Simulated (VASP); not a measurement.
Write the native input for VASP 6.6.1 that does the following.

- Task: relaxation of cell and atoms
- Functional: PBE
- Potentials or basis: VASP PAW PBE potentials, release 64 (Mg, Cd, Te)
- Cutoff: 520 eV
- k mesh: 4 × 4 × 2
- Occupations: gaussian, width 0.05 eV
- Spin: no spin polarisation
- Further INCAR settings: PREC = Normal; LREAL = Auto; ALGO = Fast; EDIFF = 1e-05; ISYM = 0; IBRION = 2; EDIFFG = -0.03; NSW = 110; ISIF = 3

The structure of MgCd2Te3 lies in POSCAR:

```
MgCd2Te3
1.0
    9.2533949200     -0.0365176000     -0.1744238200
   -2.3291613200      3.9749901400      0.0069824100
   -0.2130353900     -0.1033012500     11.6872574700
Mg Cd Te
2 4 6
Direct
    0.9841071900      0.9851616000      0.2554541000
    0.4978455900      0.9860823200      0.2580595500
    0.3291121000      0.3358184900      0.9244828700
    0.8358393900      0.3499949900      0.9207659900
    0.1646887500      0.6611078300      0.5785971700
    0.6723488500      0.6686094900      0.5833109000
    0.9998765600      0.9966278100      0.0042898300
    0.4949077600      0.9749770600      0.0075936400
    0.1788944900      0.6793741200      0.3341954500
    0.6733179500      0.6889487800      0.3263096000
    0.3364085800      0.3480236100      0.6771515800
    0.8375206700      0.3380708500      0.6661673800
```

The cell was built by a generator and needn't be a form met in nature.

One way to write it, as run:

INCAR

```
PREC = Normal
ENCUT = 520
EDIFF = 1E-5
ISMEAR = 0
SIGMA = 0.05
LREAL = Auto
LASPH = True
NELM = 80
ALGO = Fast
ISIF = 3
LWAVE = False
LCHARG = False
GGA = PE
IBRION = 2
NSW = 110
EDIFFG = -0.03
ISYM = 0
KPAR = 4
```

KPOINTS

```
Automatic mesh
0
Gamma
  4 4 2
```

Potentials or basis: VASP PAW PBE potentials, release 64 (Mg, Cd, Te).

The run is started by

```sh
$ cat potpaw_PBE.64/Mg/POTCAR potpaw_PBE.64/Cd/POTCAR potpaw_PBE.64/Te/POTCAR > POTCAR
$ mpirun -np 4 vasp_std > vasp.out
```

It gave:

| Quantity | Value |
| --- | --- |
| Relaxed volume | 35.66 Å³/atom |
| Relaxed cell | a = 9.307 Å, b = 4.677 Å, c = 11.370 Å, α = 90.05°, β = 90.20°, γ = 120.16° |
| Space group after relaxing (to 0.05 Å) | Pc (No. 7) |
| Energy gained by relaxing | 33.7 meV/atom |
| Ionic steps | 12 |
| Pressure after relaxing | 0.0 GPa |
| Largest force after relaxing | 0.024 eV/Å |
| Band gap on the k mesh | 0.97 eV |

Caveat: spin-orbit coupling is left out, which moves the levels of the heavy elements.

Wall time 4.2 min on 4 MPI ranks on Intel(R) Xeon(R) 6975P-C (Granite Rapids), with other jobs on the host, peak memory 0.54 GiB a rank.
